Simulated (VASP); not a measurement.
An input for Quantum ESPRESSO's pw.x (written as the equivalent of a VASP run, and not itself run):

```
&CONTROL
  calculation = 'scf'
  pseudo_dir = './pseudo'
  outdir = './out'
  tprnfor = .true.
  tstress = .true.
/
&SYSTEM
  ibrav = 0
  nat = 2
  ntyp = 2
  ecutwfc = 82
  occupations = 'smearing'
  smearing = 'methfessel-paxton'
  degauss = 0.00735
  input_dft = 'pbe'
/
&ELECTRONS
  conv_thr = 7.3e-09
  electron_maxstep = 100
/
ATOMIC_SPECIES
  Zr 91.224 Zr.upf
  C 12.011 C.upf
CELL_PARAMETERS angstrom
     0.0000000    2.3554803    2.3554803
     2.3554803    0.0000000    2.3554803
     2.3554803    2.3554803   -0.0000000
ATOMIC_POSITIONS crystal
  Zr   0.0000000  0.0000000  0.0000000
  C    0.5000000  0.5000000  0.5000000
K_POINTS automatic
  12 12 12 0 0 0
```

Question: Write the VASP files for the same calculation (PBE).

Answer: This is not unique; one that fits is 
POSCAR:
```
ZrC
1
    0.0000000000     2.3554802709     2.3554802709
    2.3554802709     0.0000000000     2.3554802709
    2.3554802709     2.3554802709    -0.0000000000
Zr C
1 1
Direct
  0.0000000000   0.0000000000   0.0000000000
  0.5000000000   0.5000000000   0.5000000000
```

### INCAR
```
ALGO=Normal
EDIFF=1E-7
ENCUT=600
GGA=PE
ISIF=2
ISMEAR=1
LASPH=.TRUE.
LCHARG=.FALSE.
LMAXMIX=4
LREAL=.FALSE.
LWAVE=.FALSE.
NELM=100
PREC=Accurate
SIGMA=0.1
SYSTEM=ZrC
```

File KPOINTS:
```
Automatic mesh
0
G
  12 12 12
0 0 0
```

POTCAR, in this order: Zr_sv C (PBE.64 set). Program: vasp_std.

What does not carry over: the potentials are each code's own (VASP's PAW set, PseudoDojo norm-conserving files in pw.x), so ENCUT and ecutwfc are chosen apart and not converted; conv_thr bounds pw.x's estimated SCF error, while EDIFF bounds the energy change between steps.

The compound is ZrC in the rock salt structure. It was relaxed first.
